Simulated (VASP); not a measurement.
Energy against volume of BN (zinc blende). These are vdW-DF-cx, VASP's PBE PAW potentials (set 64) (plane waves; VASP) values and carry that method's errors.

```json
[
 {"V (Å³/atom)": "5.572", "E (eV/atom)": "-7.86269"},
 {"V (Å³/atom)": "5.750", "E (eV/atom)": "-7.88416"},
 {"V (Å³/atom)": "5.927", "E (eV/atom)": "-7.89108"},
 {"V (Å³/atom)": "6.105", "E (eV/atom)": "-7.88538"},
 {"V (Å³/atom)": "6.283", "E (eV/atom)": "-7.86867"}
]
```

Fit a third-order Birch-Murnaghan equation of state.

* **volume per atom**: 5.93 Å³/atom
* **bulk modulus**: 3780 kbar
* **pressure derivative of the bulk modulus**: 3.66
* **lattice constant a**: 0.3620 nm

Measured: bulk modulus 410 GPa at 0 K (computed value off by -7.9 %), as given by Daniel Mejia-Rodriguez et al., Physical Review B (2018), arXiv:1807.09216 [0 K value with the zero-point phonon effect removed]; a 3.593 Å at 0 K (computed value off by +0.8 %), as given by Tamar Goldzak et al., The Journal of Chemical Physics (2022), arXiv:2208.04865 [corrected for zero-point motion].

The compound is BN in the zinc blende structure. It was relaxed first.
